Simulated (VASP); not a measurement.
**BeZn$_{3}$Se$_{4}$ (ordered alloy cell): computed properties**

These are PBEsol GGA, VASP's PBE PAW potentials (set 64) (plane waves; VASP 6.6.1) values and carry that method's errors.

```yaml
space_group: R3m (160)
cell: a = 3.8996 Å, b = 3.8996 Å, c = 38.2851 Å, α = 90.00°, β = 90.00°, γ = 120.00°
volume_per_atom: 21.01 Å^3/atom
band gap (over mesh and band path): 1.66 eV
smallest direct gap (over mesh and band path): 1.66 eV
band_edge_character: direct, Γ to Γ
density: 5.15 g/cm³
```

```cif
data_BeSe4Zn3
_chemical_formula_sum 'Zn3 Se4 Be1'
_space_group_name_H-M_alt 'P 1'
_space_group_IT_number 1
_cell_length_a 3.89960
_cell_length_b 3.89960
_cell_length_c 15.61935
_cell_angle_alpha 60.044
_cell_angle_beta 60.044
_cell_angle_gamma 60.000
loop_
_space_group_symop_operation_xyz
  'x, y, z'
loop_
_atom_site_label
_atom_site_type_symbol
_atom_site_fract_x
_atom_site_fract_y
_atom_site_fract_z
_atom_site_occupancy
Zn1 Zn 0.01244 0.01244 0.99067 1
Zn2 Zn 0.00066 0.00066 0.24951 1
Zn3 Zn 0.98969 0.98969 0.50773 1
Se1 Se 0.25420 0.25420 0.05935 1
Se2 Se 0.24306 0.24306 0.31771 1
Se3 Se 0.23200 0.23200 0.57600 1
Se4 Se 0.26723 0.26723 0.79957 1
Be1 Be 0.00072 0.00072 0.74946 1
```

The structure was generated: BeZn3Se4 was put into an ordered model structure (R3m), which need not be its known phase. It was relaxed first. Symmetry was kept, so distortions that lower it aren't found.
